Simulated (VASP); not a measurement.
An input for Quantum ESPRESSO's pw.x (written as the equivalent of a VASP run, and not itself run):

```
&CONTROL
  calculation = 'vc-relax'
  pseudo_dir = './pseudo'
  outdir = './out'
  tprnfor = .true.
  tstress = .true.
  nstep = 40
  forc_conv_thr = 0.00039
/
&SYSTEM
  ibrav = 0
  nat = 2
  ntyp = 2
  ecutwfc = 100
  occupations = 'smearing'
  smearing = 'gaussian'
  degauss = 0.003675
  input_dft = 'pbesol'
/
&ELECTRONS
  conv_thr = 7.3e-09
  electron_maxstep = 100
/
&IONS
/
&CELL
  press = 100
/
ATOMIC_SPECIES
  Lu 174.967 Lu.upf
  N 14.007 N.upf
CELL_PARAMETERS angstrom
     3.2165132    0.0000000   -0.0000000
    -1.6082566    2.7855817   -0.0000000
    -0.0000000   -0.0000000    2.9317788
ATOMIC_POSITIONS crystal
  Lu   1.0000000  0.0000000  0.0000000
  N    0.6666670  0.3333330  0.5000000
K_POINTS automatic
  10 10 8 0 0 0
```

### Question
Translate this input to VASP (INCAR, KPOINTS, POSCAR, choice of POTCAR).

### Answer
This is not unique; one that fits is 
### POSCAR
```
LuN
1.0
  3.2165131845   0.0000000000   0.0000000000
 -1.6082565922   2.7855816732   0.0000000000
  0.0000000000   0.0000000000   2.9317787627
Lu N
1 1
direct
  1.0000000000   0.0000000000   0.0000000000
  0.6666670000   0.3333330000   0.5000000000
```

**INCAR**
```
# general
SYSTEM   =  LuN
PREC     =  Accurate
ENCUT    =  600
LREAL    =  F
LASPH    =  T

# electronic loop
EDIFF    =  1E-7
NELM     =  100
ALGO     =  Normal
LMAXMIX  =  6

# smearing
ISMEAR   =  0
SIGMA    =  0.05

# functional
GGA      =  PS

# ions
IBRION   =  2
NSW      =  40
ISIF     =  3
EDIFFG   =  -0.01
PSTRESS  =  100

# output
LWAVE    =  F
LCHARG   =  F
```

KPOINTS:
```
Automatic mesh
0
Gamma
10 10 8
0 0 0
```

POTCAR, in this order: Lu_3 N (PBE.64 set). Program: vasp_std.

Limits of the translation: the potentials are each code's own (VASP's PAW set, PseudoDojo norm-conserving files in pw.x), so ENCUT and ecutwfc are chosen apart and not converted; conv_thr bounds pw.x's estimated SCF error, while EDIFF bounds the energy change between steps; forc_conv_thr acts on force components and is met together with etot_conv_thr.

The structure was generated: LuN was put into the WC type (P-6m2), which need not be its known phase. This run relaxes it under an external pressure of 10 GPa. Symmetry was kept, so distortions that lower it aren't found.
